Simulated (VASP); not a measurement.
A VASP calculation is set up with these files.

**POSCAR**
```
CuAu
1
    2.8000000000     0.0000000000     0.0000000000
    0.0000000000     2.8000000000     0.0000000000
    0.0000000000     0.0000000000     3.6700000000
Cu Au
1 1
Direct
  0.0000000000   0.0000000000   0.0000000000
  0.5000000000   0.5000000000   0.5000000000
```

**INCAR**
```
SYSTEM = CuAu
PREC = Accurate
ENCUT = 400
EDIFF = 1E-6
NELM = 100
ALGO = Normal
LREAL = .FALSE.
LASPH = .TRUE.
ISMEAR = 1
SIGMA = 0.1
GGA = PE
LMAXMIX = 6
LWAVE = .FALSE.
LCHARG = .FALSE.
ISIF = 2
```

**KPOINTS**
```
k-points along high-symmetry lines
5
Line-mode
Reciprocal
  0.000000   0.000000   0.000000 ! GAMMA
  0.000000   0.500000   0.000000 ! X

  0.000000   0.500000   0.000000 ! X
  0.500000   0.500000   0.000000 ! M

  0.500000   0.500000   0.000000 ! M
  0.000000   0.000000   0.000000 ! GAMMA

  0.000000   0.000000   0.000000 ! GAMMA
  0.000000   0.000000   0.500000 ! Z

  0.000000   0.000000   0.500000 ! Z
  0.000000   0.500000   0.500000 ! R

  0.000000   0.500000   0.500000 ! R
  0.500000   0.500000   0.500000 ! A

  0.500000   0.500000   0.500000 ! A
  0.000000   0.000000   0.500000 ! Z

  0.000000   0.500000   0.000000 ! X
  0.000000   0.500000   0.500000 ! R

  0.500000   0.500000   0.000000 ! M
  0.500000   0.500000   0.500000 ! A
```

POTCAR, in this order: Cu Au (PBE.64 set). Program: vasp_std.

Question: Does this input run properly? What does VASP do?

Answer: There is a fault: a line-mode KPOINTS file was used for a self-consistent run. The run ends without an error. Against the sound run, the energy per atom (σ→0) rises by 0.507 eV/atom; the pressure increases by 9.18 GPa.

**standard output**
```
 POSCAR found type information on POSCAR CuAu
 POSCAR found :  2 types and       2 ions
 Reading from existing POTCAR
 Reading from existing POTCAR
 LDA part: xc-table for (Slater+PW92), standard interpolation
 POSCAR, INCAR and KPOINTS ok, starting setup
 WAVECAR not read
 entering main loop
       N       E                     dE             d eps       ncg     rms          rms(c)
DAV:   1     0.118511957263E+03    0.11851E+03   -0.98196E+03  1422   0.173E+03
DAV:   2    -0.291137420739E+01   -0.12142E+03   -0.11416E+03  1392   0.303E+02
DAV:   3    -0.672392426381E+01   -0.38126E+01   -0.36949E+01  1645   0.631E+01
DAV:   4    -0.676989944035E+01   -0.45975E-01   -0.45945E-01  1589   0.579E+00
DAV:   5    -0.677131255225E+01   -0.14131E-02   -0.14131E-02  2011   0.113E+00    0.134E+01
DAV:   6    -0.625764499172E+01    0.51367E+00   -0.45231E+00  1474   0.558E+01    0.697E+00
DAV:   7    -0.614896720562E+01    0.10868E+00   -0.19827E+00  1626   0.573E+01    0.874E+00
DAV:   8    -0.603071540622E+01    0.11825E+00   -0.12305E+00  1587   0.194E+01    0.279E+00
DAV:   9    -0.602236106396E+01    0.83543E-02   -0.41270E-02  1930   0.661E+00    0.670E-01
DAV:  10    -0.602043236018E+01    0.19287E-02   -0.97161E-03  1769   0.338E+00    0.243E-01
DAV:  11    -0.602030550578E+01    0.12685E-03   -0.29346E-04  2044   0.322E-01    0.141E-01
DAV:  12    -0.602019214587E+01    0.11336E-03   -0.42702E-04  1773   0.738E-01    0.447E-02
DAV:  13    -0.602018536380E+01    0.67821E-05   -0.25723E-05  2072   0.119E-01    0.112E-02
DAV:  14    -0.602018412078E+01    0.12430E-05   -0.18677E-06  1260   0.412E-02    0.351E-03
DAV:  15    -0.602018417450E+01   -0.53719E-07   -0.25051E-07   983   0.115E-02
   1 F= -.60201842E+01 E0= -.60198214E+01  d E =-.108829E-02
```

### OUTCAR
```
------------------------ aborting loop because EDIFF is reached ----------------------------------------
  FORCE on cell =-STRESS in cart. coord.  units (eV):
  Direction    XX          YY          ZZ          XY          YZ          ZX
  --------------------------------------------------------------------------------------
  Total        2.9304329      2.9304329      2.5086756      0.0000000      0.0000000      0.0000000
  in kB      163.1774837    163.1774837    139.6924584      0.0000000      0.0000000      0.0000000
  external PRESSURE =     155.3491419 kB  Pullay stress =       0.0000000 kB
  volume of cell :       28.77
      direct lattice vectors                 reciprocal lattice vectors
     2.800000000  0.000000000  0.000000000     0.357142857  0.000000000  0.000000000
     0.000000000  2.800000000  0.000000000     0.000000000  0.357142857  0.000000000
     0.000000000  0.000000000  3.670000000     0.000000000  0.000000000  0.272479564
 POSITION                                       TOTAL-FORCE (eV/Angst)
 -----------------------------------------------------------------------------------
      0.00000      0.00000      0.00000         0.000000      0.000000      0.000000
      1.40000      1.40000      1.83500         0.000000      0.000000      0.000000
 -----------------------------------------------------------------------------------
    total drift:                                0.000000     -0.000000     -0.000000
  FREE ENERGIE OF THE ION-ELECTRON SYSTEM (eV)
  ---------------------------------------------------
  free  energy   TOTEN  =        -6.0201841745 eV

  energy  without entropy=       -6.0190958828  energy(sigma->0) =       -6.01982141
```
(Selected blocks of OUTCAR.)

To mend it, correct KPOINTS.
KPOINTS:
```
Automatic mesh
0
Gamma
10 10 8
0 0 0
```
The mended run (PBE GGA, plane waves, VASP's PBE PAW potentials (set 64)) converges, and its OSZICAR ends with
```
   1 F= -.70333049E+01 E0= -.70330965E+01  d E =-.625038E-03
```

The compound is CuAu in the L1_0 structure. The cell was not relaxed at this level.
